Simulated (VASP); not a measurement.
Here is the system:

```
CELL_PARAMETERS angstrom
      0.00000     2.07243     2.07243
      2.07243     0.00000     2.07243
      2.07243     2.07243     0.00000
ATOMIC_POSITIONS crystal
  Au 0.00000 0.00000 0.00000
```

These are PBE GGA with D4 dispersion, VASP's PBE PAW potentials (set 64) (plane waves; VASP) values and carry that method's errors. Run with 520 eV cut-off, 15×15×15 Γ-centred mesh, first-order Methfessel-Paxton smearing of 0.10 eV, potentials Au.

Question: Give the stress tensor in GPa (positive for a compressed cell).

Answer: 
```
-4.41   0.00   0.00
 0.00  -4.41   0.00
 0.00   0.00  -4.41
```
The pressure is its mean diagonal, -4.41 GPa.

The compound is Au in the fcc structure. This cell is one point of a volume scan, at 1.03 of the reference volume.
